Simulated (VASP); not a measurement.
Si:

```
Si
1.0
     0.00000    2.73430    2.73430
     2.73430    0.00000    2.73430
     2.73430    2.73430    0.00000
Si
2
Cartesian
  4.1014 4.1014 4.1014
  2.7343 2.7343 2.7343
```

Base run:

| Item | Value |
| --- | --- |
| Program | VASP 6.6.1 |
| Functional | LDA |
| Potentials or basis | VASP PAW LDA potentials, release 64 (Si) |
| Cutoff | 520 eV |
| k mesh | 10 × 10 × 10 |
| Occupations | gaussian, width 0.03 eV |
| Spin | no spin polarisation |

Its results: band gap on the k mesh 0.51 eV, indirect (least direct gap 2.51 eV); pressure -3.3 GPa.

**Question.** The run is repeated on the same cell with these changes: functional from LDA to PBE; potentials or basis from VASP PAW LDA potentials, release 64 (Si) to VASP PAW PBE potentials, release 64 (Si). What comes out?

**Answer.** Band gap on the k mesh 0.62 eV, indirect (least direct gap 2.56 eV); pressure 0.0 GPa.
